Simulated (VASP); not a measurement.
Consider the following.

```
CaO
1.0
    0.00000     2.26729     2.26729
    2.26729     0.00000     2.26729
    2.26729     2.26729     0.00000
Ca O
1 1
Direct
  0.00000   0.00000   0.00000
  0.50000   0.50000   0.50000
```

Method: r2SCAN meta-GGA, VASP's PBE PAW potentials (set 64) (plane waves; VASP). Numerical set-up: 600 eV cut-off, 10×10×10 Γ-centred mesh, Gaussian smearing of 0.050 eV, potentials Ca_sv O.

Problem. What does the run give for the energy per atom (σ→0), pressure, band gap (on the k-mesh) with the smallest direct gap where there is one?

Solution. 
The band gap (on the k-mesh) is 4.06 eV and the smallest direct gap (on the k-mesh) is 4.36 eV. The energy per atom (σ→0) is -9.545 eV/atom and the pressure comes out as 300.7 kbar.

Only differences to runs with the same potentials and settings are physical.

The compound is CaO in the rock salt structure. It was relaxed first under an external pressure of 30 GPa.
